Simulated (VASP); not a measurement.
Wanted: the native input for a VASP 6.6.1 run.

| Property | Result |
| --- | --- |
| Task | single point |
| Functional | PBE |
| Potentials or basis | VASP PAW PBE potentials, release 64 (Nb_sv, H, O) |
| Cutoff | 520 eV |
| k mesh | 18 × 18 × 1 |
| Occupations | gaussian, width 0.1 eV |
| Spin | no spin polarisation |
| Dipole correction | yes |
| Further INCAR settings | ALGO = Fast; EDIFF = 1e-07; NBANDS = 21 |

The structure of NbHO2 lies in POSCAR:

```
NbHO2
1.0
    3.0066269817      0.0000002927      0.0000000000
   -1.5033137443      2.6038151995      0.0000000000
    0.0000000000      0.0000000000     30.4103401600
Nb H O
1 1 2
Direct
    0.3333333333      0.6666666667      0.2737466743
    0.0000000000      0.0000000000      0.3526082854
    0.6666666667      0.3333333333      0.2374303522
    0.0000000000      0.0000000000      0.3203287911
```

The cell was built by a generator and needn't be a form met in nature.

The cell isn't the ideal one: species swapped into a sheet of the NiHO2 type.

One way to write it, as run:

INCAR

```
SYSTEM = NbHO2
ALGO = Fast
DIPOL = 0.5 0.5 0.296
EDIFF = 1E-7
ENCUT = 520
GGA = PE
IDIPOL = 3
ISIF = 2
ISMEAR = 0
LASPH = .True.
LCHARG = .False.
LDIPOL = .True.
LREAL = .False.
LWAVE = .False.
NBANDS = 21
NELM = 60
PREC = Accurate
SIGMA = 0.1
```

KPOINTS

```
k-points
0
Gamma
  18 18 1
  0 0 0
```

Potentials or basis: VASP PAW PBE potentials, release 64 (Nb_sv, H, O).

Run with:

```sh
$ cat potpaw_PBE.64/Nb_sv/POTCAR potpaw_PBE.64/H/POTCAR potpaw_PBE.64/O/POTCAR > POTCAR
$ mpirun -np 1 vasp_std > vasp.out
```

It gave:

The largest force is 0.111 eV/Å and the band gap on the k mesh is none (metal or under the smearing width).

Run time: 25 min on 1 thread of Intel(R) Xeon(R) Platinum 8375C CPU @ 2.90GHz (Ice Lake), on a shared host, peak memory 0.48 GiB.
